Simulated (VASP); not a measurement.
Output of a VASP run:

OSZICAR:
```
...
DAV:   5    -0.122192093412E+03    0.17059E-01   -0.36185E-02  2232   0.153E+00    0.398E-01
DAV:   6    -0.122211893028E+03   -0.19800E-01   -0.10202E-02  2304   0.835E-01    0.135E-01
DAV:   7    -0.122211864581E+03    0.28447E-04   -0.53106E-04  2412   0.199E-01    0.136E-02
DAV:   8    -0.122211940859E+03   -0.76278E-04   -0.33711E-05  2458   0.607E-02    0.127E-02
DAV:   9    -0.122211941095E+03   -0.23580E-06   -0.27436E-06  1854   0.144E-02
   2 F= -.12221194E+03 E0= -.12221204E+03  d E =0.587667E-01
       N       E                     dE             d eps       ncg     rms          rms(c)
DAV:   1    -0.122655067430E+03   -0.44313E+00   -0.10713E+01  2204   0.385E+01    0.846E+00
DAV:   2    -0.122349674716E+03    0.30539E+00   -0.11112E+00  2226   0.972E+00    0.203E+00
DAV:   3    -0.122285188659E+03    0.64486E-01   -0.12741E-01  2336   0.304E+00    0.824E-01
DAV:   4    -0.122281156524E+03    0.40321E-02   -0.14037E-02  2358   0.109E+00    0.580E-01
DAV:   5    -0.122274117432E+03    0.70391E-02   -0.22423E-02  2244   0.116E+00    0.292E-01
DAV:   6    -0.122283623740E+03   -0.95063E-02   -0.53687E-03  2304   0.586E-01    0.918E-02
DAV:   7    -0.122283663294E+03   -0.39554E-04   -0.28686E-04  2382   0.146E-01    0.832E-03
DAV:   8    -0.122283638903E+03    0.24391E-04   -0.35774E-05  2448   0.568E-02    0.127E-02
DAV:   9    -0.122283642079E+03   -0.31764E-05   -0.12298E-06  1416   0.111E-02    0.112E-02
DAV:  10    -0.122283661273E+03   -0.19193E-04   -0.63208E-06  1924   0.217E-02    0.532E-03
DAV:  11    -0.122283664201E+03   -0.29281E-05   -0.68064E-07  1152   0.889E-03    0.131E-03
DAV:  12    -0.122283663535E+03    0.66528E-06   -0.84529E-08  1134   0.336E-03
   3 F= -.12228366E+03 E0= -.12228381E+03  d E =-.129557E-01
       N       E                     dE             d eps       ncg     rms          rms(c)
DAV:   1    -0.122296908063E+03   -0.13244E-01   -0.55977E-01  2124   0.737E+00    0.667E-01
DAV:   2    -0.122286264414E+03    0.10644E-01   -0.27114E-02  2376   0.140E+00    0.339E-01
DAV:   3    -0.122283998107E+03    0.22663E-02   -0.64635E-03  2510   0.703E-01    0.777E-02
DAV:   4    -0.122284003809E+03   -0.57022E-05   -0.88169E-04  2418   0.248E-01    0.339E-02
DAV:   5    -0.122284056571E+03   -0.52761E-04   -0.26777E-04  2274   0.160E-01    0.273E-02
DAV:   6    -0.122284066550E+03   -0.99792E-05   -0.35522E-05  2322   0.504E-02    0.115E-02
DAV:   7    -0.122284085064E+03   -0.18514E-04   -0.97044E-06  2082   0.255E-02    0.513E-03
DAV:   8    -0.122284082124E+03    0.29399E-05   -0.31940E-06  1800   0.178E-02    0.169E-03
DAV:   9    -0.122284082775E+03   -0.65149E-06   -0.28156E-07  1146   0.596E-03
   4 F= -.12228408E+03 E0= -.12228413E+03  d E =-.419240E-03
       N       E                     dE             d eps       ncg     rms          rms(c)
DAV:   1    -0.122287585564E+03   -0.35034E-02   -0.11404E-01  2124   0.333E+00    0.302E-01
DAV:   2    -0.122285409244E+03    0.21763E-02   -0.56329E-03  2352   0.639E-01    0.152E-01
DAV:   3    -0.122284950890E+03    0.45835E-03   -0.12135E-03  2504   0.303E-01    0.385E-02
DAV:   4    -0.122284952568E+03   -0.16785E-05   -0.18538E-04  2442   0.110E-01    0.160E-02
DAV:   5    -0.122284952055E+03    0.51302E-06   -0.50118E-05  2274   0.684E-02    0.124E-02
DAV:   6    -0.122284960357E+03   -0.83019E-05   -0.67379E-06  1968   0.217E-02    0.535E-03
DAV:   7    -0.122284960145E+03    0.21201E-06   -0.18531E-06  1450   0.121E-02
   5 F= -.12228496E+03 E0= -.12228513E+03  d E =-.129661E-02
```

### OUTCAR
```
------------------------ aborting loop because EDIFF is reached ----------------------------------------
  FORCE on cell =-STRESS in cart. coord.  units (eV):
  Direction    XX          YY          ZZ          XY          YZ          ZX
  --------------------------------------------------------------------------------------
  Total       -0.0223834     -0.0223834     -0.0133789      0.0000000     -0.0000000      0.0000000
  in kB       -0.8508521     -0.8508522     -0.5085680      0.0000000     -0.0000000      0.0000000
  external PRESSURE =      -0.7367574 kB  Pullay stress =       0.0000000 kB
  volume of cell :       42.15
      direct lattice vectors                 reciprocal lattice vectors
     2.913599332  0.000000000  0.000000000     0.343218091  0.198157046 -0.000000000
    -1.456799666  2.523251185 -0.000000000     0.000000000  0.396314091 -0.000000000
     0.000000000  0.000000000  5.733146848    -0.000000000 -0.000000000  0.174424278
 POSITION                                       TOTAL-FORCE (eV/Angst)
 -----------------------------------------------------------------------------------
     -1.45680      2.52325     -0.00000        -0.000000      0.000000      0.000000
      0.00000      0.00000      2.86657        -0.000000     -0.000000      0.000000
     -0.00000      1.68217      1.43329         0.000000     -0.000000     -0.000000
      1.45680      0.84108      4.29986        -0.000000      0.000000      0.000000
 -----------------------------------------------------------------------------------
    total drift:                               -0.000000      0.000000      0.000000
  FREE ENERGIE OF THE ION-ELECTRON SYSTEM (eV)
  ---------------------------------------------------
  free  energy   TOTEN  =      -122.2849601452 eV

  energy  without entropy=     -122.2854580825  energy(sigma->0) =     -122.28512612

 reached required accuracy - stopping structural energy minimisation
```
(Selected blocks of OUTCAR.)

File POSCAR:
```
WC
1
    2.8903782448    -0.0000000000    -0.0000000000
   -1.4451891224     2.5031411305     0.0000000000
    0.0000000000     0.0000000000     5.7366417230
W C
2 2
Direct
  0.0000000000   0.0000000000   0.0000000000
  0.0000000000   0.0000000000   0.5000000000
  0.3333330000   0.6666670000   0.2500000000
  0.6666670000   0.3333330000   0.7500000000
```

**Question.** Write an INCAR and KPOINTS that could have produced this output.

**Answer.** This is not unique; one that fits is the input of the run itself, r2SCAN meta-GGA, plane waves, VASP's PBE PAW potentials (set 64).

### KPOINTS
```
Automatic mesh
0
Gamma
11 11 5
0 0 0
```

INCAR:
```
SYSTEM=WC
PREC=Accurate; ENCUT=520; LREAL=.FALSE.
LASPH=.TRUE.
EDIFF=1E-6; NELM=100; ALGO=Normal
LMAXMIX=6; LMIXTAU=.TRUE.
ISMEAR=1; SIGMA=0.1
METAGGA=R2SCAN
IBRION=2; NSW=60; ISIF=3
EDIFFG=-0.02
LWAVE=.FALSE.; LCHARG=.FALSE.
```

POTCAR, in this order: W_sv C (PBE.64 set). Program: vasp_std.

The structure was generated: WC was put into the NiAs type type (P6_3/mmc), which need not be its known phase. This run relaxes it. Symmetry was kept, so distortions that lower it aren't found. The start is the result of an earlier pass.
